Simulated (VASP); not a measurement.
Output of a VASP run:

**OUTCAR**
```
 ion  position               nearest neighbor table
   1  0.000  0.000  0.000-
  LATTYP: Found a face centered cubic cell.
 ALAT       =     4.1107976196
 Subroutine PRICEL returns:
 Original cell was already a primitive cell.
 Subroutine GETGRP returns: Found 48 space group operations
The static configuration has the point symmetry O_h .
The dynamic configuration has the point symmetry O_h .
 Subroutine INISYM returns: Found 48 space group operations
 Subroutine IBZKPT returns following result:
 Found    104 irreducible k-points:

 Following reciprocal coordinates:
            Coordinates               Weight
  0.000000  0.000000  0.000000      1.000000
  0.071429  0.000000  0.000000      8.000000
  0.142857  0.000000  0.000000      8.000000
  0.214286  0.000000  0.000000      8.000000
  0.285714  0.000000  0.000000      8.000000
  0.357143  0.000000  0.000000      8.000000
  0.428571  0.000000  0.000000      8.000000
  0.500000  0.000000  0.000000      4.000000
  0.071429  0.071429  0.000000      6.000000
  0.142857  0.071429  0.000000     24.000000
  0.214286  0.071429  0.000000     24.000000
  0.285714  0.071429  0.000000     24.000000
  0.357143  0.071429  0.000000     24.000000
  0.428571  0.071429  0.000000     24.000000
  0.500000  0.071429  0.000000     24.000000
 -0.428571  0.071429  0.000000     24.000000
 -0.357143  0.071429  0.000000     24.000000
 -0.285714  0.071429  0.000000     24.000000
 -0.214286  0.071429  0.000000     24.000000
 -0.142857  0.071429  0.000000     24.000000
 -0.071429  0.071429  0.000000     12.000000
  0.142857  0.142857  0.000000      6.000000
  0.214286  0.142857  0.000000     24.000000
  0.285714  0.142857  0.000000     24.000000
  0.357143  0.142857  0.000000     24.000000
  0.428571  0.142857  0.000000     24.000000
  0.500000  0.142857  0.000000     24.000000
 -0.428571  0.142857  0.000000     24.000000
 -0.357143  0.142857  0.000000     24.000000
 -0.285714  0.142857  0.000000     24.000000
 -0.214286  0.142857  0.000000     24.000000
 -0.142857  0.142857  0.000000     12.000000
  0.214286  0.214286  0.000000      6.000000
  0.285714  0.214286  0.000000     24.000000
  0.357143  0.214286  0.000000     24.000000
  0.428571  0.214286  0.000000     24.000000
  0.500000  0.214286  0.000000     24.000000
 -0.428571  0.214286  0.000000     24.000000
 -0.357143  0.214286  0.000000     24.000000
 -0.285714  0.214286  0.000000     24.000000
   k-points           NKPTS =    104   k-points in BZ     NKDIM =    104   number of bands    NBANDS=      9
   number of dos      NEDOS =    301   number of ions     NIONS =      1
   total plane-waves  NPLWV =  13824
   dimension x,y,z NGX =    24 NGY =   24 NGZ =   24
   dimension x,y,z NGXF=    48 NGYF=   48 NGZF=   48
   ions per type =               1
   PREC   = accura    normal or accurate (medium, high low for compatibility)
   ISTART =      0    job   : 0-new  1-cont  2-samecut
   ICHARG =      2    charge: 1-file 2-atom 10-const
   ISPIN  =      1    spin polarized calculation?
   LNONCOLLINEAR =      F non collinear calculations
   LSORBIT =      F    spin-orbit coupling
   INIWAV =      1    electr: 0-lowe 1-rand  2-diag
   ENCUT  =  480.0 eV  35.28 Ry    5.94 a.u.   5.19  5.19  5.19*2*pi/ulx,y,z
   NELM   =    100;   NELMIN=  2; NELMDL= -5     # of ELM steps
   EDIFF  = 0.1E-06   stopping-criterion for ELM
   LREAL  =      F    real-space projection
   NLSPLINE    = F    spline interpolate recip. space projectors
   LMAXMIX     =    6 max onsite mixed and CHGCAR
   VOSKOWN=      0    Vosko Wilk Nusair interpolation
   EDIFFG = -.1E-01   stopping-criterion for IOM
   NSW    =     40    number of steps for IOM
   NBLOCK =      1;   KBLOCK =     40    inner block; outer block
   IBRION =      2    ionic relax: 0-MD 1-quasi-New 2-CG
   NFREE  =      1    steps in history (QN), initial steepest desc. (CG)
...
```

### OSZICAR
```
       N       E                     dE             d eps       ncg     rms          rms(c)
DAV:   1     0.390794510882E+02    0.39079E+02   -0.55315E+03  2088   0.101E+03
DAV:   2    -0.309153665079E+01   -0.42171E+02   -0.39415E+02  1950   0.189E+02
DAV:   3    -0.347337668146E+01   -0.38184E+00   -0.38122E+00  2309   0.181E+01
DAV:   4    -0.347433355618E+01   -0.95687E-03   -0.95686E-03  2106   0.935E-01
DAV:   5    -0.347433976889E+01   -0.62127E-05   -0.62132E-05  2112   0.731E-02    0.888E+00
DAV:   6    -0.322983294210E+01    0.24451E+00   -0.79644E-01  1910   0.874E+00    0.568E+00
DAV:   7    -0.321145437908E+01    0.18379E-01   -0.76442E-02  1995   0.268E+00    0.270E+00
DAV:   8    -0.320937144760E+01    0.20829E-02   -0.16149E-03  1995   0.416E-01    0.229E-01
DAV:   9    -0.320936126961E+01    0.10178E-04   -0.54339E-06  2056   0.258E-02    0.153E-02
DAV:  10    -0.320936708286E+01   -0.58132E-05   -0.26579E-06  2133   0.209E-02    0.228E-03
DAV:  11    -0.320936700824E+01    0.74614E-07   -0.36392E-08  1414   0.182E-03
   1 F= -.26673939E+01 E0= -.26675877E+01  d E =-.266739E+01
```

OUTCAR:
```
------------------------ aborting loop because EDIFF is reached ----------------------------------------
  FORCE on cell =-STRESS in cart. coord.  units (eV):
  Direction    XX          YY          ZZ          XY          YZ          ZX
  --------------------------------------------------------------------------------------
  Total        0.5372911      0.5372911      0.5372911     -0.0000000      0.0000000      0.0000000
  in kB       49.5680648     49.5680648     49.5680648     -0.0000000      0.0000000      0.0000000
  external PRESSURE =      -0.4319352 kB  Pullay stress =      50.0000000 kB
  volume of cell :       17.37
      direct lattice vectors                 reciprocal lattice vectors
     0.000000000  2.055398810  2.055398810    -0.243261793  0.243261793  0.243261793
     2.055398810  0.000000000  2.055398810     0.243261793 -0.243261793  0.243261793
     2.055398810  2.055398810  0.000000000     0.243261793  0.243261793 -0.243261793
 POSITION                                       TOTAL-FORCE (eV/Angst)
 -----------------------------------------------------------------------------------
      0.00000      0.00000      0.00000         0.000000      0.000000      0.000000
 -----------------------------------------------------------------------------------
    total drift:                                0.000000      0.000000     -0.000000
  FREE ENERGIE OF THE ION-ELECTRON SYSTEM (eV)
  ---------------------------------------------------
  free  energy   TOTEN  =        -3.2093670082 eV

  energy  without entropy=       -3.2099482948  energy(sigma->0) =       -3.20956077
  enthalpy is  TOTEN    =        -2.6673939230 eV   P V=        0.5419730853

 reached required accuracy - stopping structural energy minimisation
```
(Selected blocks of OUTCAR.)

**POSCAR**
```
Au
1
    0.0000000000     2.0553988098     2.0553988098
    2.0553988098     0.0000000000     2.0553988098
    2.0553988098     2.0553988098    -0.0000000000
Au
1
Direct
  0.0000000000   0.0000000000   0.0000000000
```

Task: Write an INCAR and KPOINTS that could have produced this output.

Result: Several could match; the one computed here: the input of the run itself, PBE GGA, plane waves, VASP's PBE PAW potentials (set 64).

INCAR:
```
! general
SYSTEM  = Au
PREC    = Accurate
ENCUT   = 480
LREAL   = F
LASPH   = T

! electronic loop
EDIFF   = 1E-7
NELM    = 100
ALGO    = Normal
LMAXMIX = 6

! smearing
ISMEAR  = 1
SIGMA   = 0.1

! functional
GGA     = PE

! ions
IBRION  = 2
NSW     = 40
ISIF    = 3
EDIFFG  = -0.01
PSTRESS = 50

! output
LWAVE   = F
LCHARG  = F
```

### KPOINTS
```
Automatic mesh
0
Gamma
14 14 14
0 0 0
```

POTCAR, in this order: Au (PBE.64 set). Program: vasp_std.

The compound is Au in the fcc structure. It was relaxed first under an external pressure of 5 GPa.
